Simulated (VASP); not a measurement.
Given:

```xyz
2
Lattice="0.0000 3.1173 3.1173 3.1173 0.0000 3.1173 3.1173 3.1173 0.0000" Properties=species:S:1:pos:R:3 pbc="T T T"
Sn     0.0000     0.0000     0.0000
Te     3.1173     3.1173     3.1173
```

The numbers are results of LDA (Ceperley-Alder, Perdew-Zunger), VASP's LDA PAW potentials (set 64) (plane waves; VASP), not measurements. Run with 500 eV cut-off, 7×7×7 Γ-centred mesh, Gaussian smearing of 0.050 eV, potentials Sn_d Te.

Energy and stress use the plane-wave basis of the starting cell.

Problem. The ions, cell shape and volume at an external pressure of 5.0 GPa are relaxed. Which structure does the run end with?

Solution. 
```xyz
2
Lattice="0.0000 3.0336 3.0336 3.0336 0.0000 3.0336 3.0336 3.0336 0.0000" Properties=species:S:1:pos:R:3 pbc="T T T"
Sn     0.0000     0.0000     0.0000
Te     3.0336     3.0336     3.0336
```
Space group Fm-3m (225), at a tolerance of 0.03 Å.

Problem. How do energy and volume change from the first to the last step?

Solution. The energy (σ→0) changes by +33.9 meV/atom and the volume by -7.8 %, in 3 ionic steps.

```tsv
step	E(σ→0) (eV)	max force (eV/Å)	pressure (GPa)	volume (Å³)
1	-8.8390	0.000	-0.03	60.59
2	-8.6252	0.000	9.86	52.62
3	-8.7711	0.000	5.01	55.83
```

The compound is SnTe in the rock salt structure, which distorts at low temperature. This run relaxes it under an external pressure of 5 GPa. Symmetry was kept, so distortions that lower it aren't found.
